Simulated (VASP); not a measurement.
Here is the system:

```
WC
1.0
    1.45645    -2.52264     0.00000
    1.45645     2.52264     0.00000
    0.00000     0.00000     2.83793
W C
1 1
Cartesian
  0.00000   0.00000   0.00000
  1.45645   0.84088   1.41897
```

The numbers are results of r2SCAN+rVV10, VASP's PBE PAW potentials (set 64) (plane waves; VASP), not measurements. Run with 520 eV cut-off, 16×16×14 Γ-centred mesh, tetrahedra with Blöchl corrections, potentials W_sv C.

Unless said otherwise, spin-orbit coupling is left out, though it shifts the bands of the heavy elements here.

Task: Predict the energy per atom (σ→0), band gap (over mesh and band path) with the smallest direct gap where there is one.

Result: 
```
Item                                                                   Value
----------------------------------  ----------------------------------------
band gap (over mesh and band path)  none (metal, semimetal or under 0.01 eV)
energy per atom (σ→0)                                        -30.689 eV/atom
```

The absolute energy has meaning only against runs of the same code, potentials and settings.

The compound is WC in the wc structure. It was relaxed first.
